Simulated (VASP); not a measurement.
Energy against volume of Zn (hcp). Level of theory: RPBE GGA, VASP's PBE PAW potentials (set 64) (plane waves; VASP). Numerical set-up: 520 eV cut-off, 15×15×8 Γ-centred mesh, first-order Methfessel-Paxton smearing of 0.10 eV, potentials Zn.

Shape and ions are relaxed at each volume.

```json
[
 {"V (Å³/atom)": "15.312", "E (eV/atom)": "-0.74054"},
 {"V (Å³/atom)": "15.786", "E (eV/atom)": "-0.74628"},
 {"V (Å³/atom)": "16.259", "E (eV/atom)": "-0.74666"},
 {"V (Å³/atom)": "16.733", "E (eV/atom)": "-0.74267"}
]
```

Problem. Fit these four points and predict the energy of the run at 14.838 Å³/atom.

Solution. A cubic in V^(−2/3), the third-order Birch-Murnaghan form, passes through the four points with V0 = 16.06 Å³/atom and B0 = 55 GPa, and gives -0.7282 eV/atom there. The run gave -0.7279 eV/atom, +0.3 meV/atom from the fit; all five points give B0 = 55 GPa.

The compound is Zn in the hcp structure. It was relaxed first, which changed the volume by +6 %.
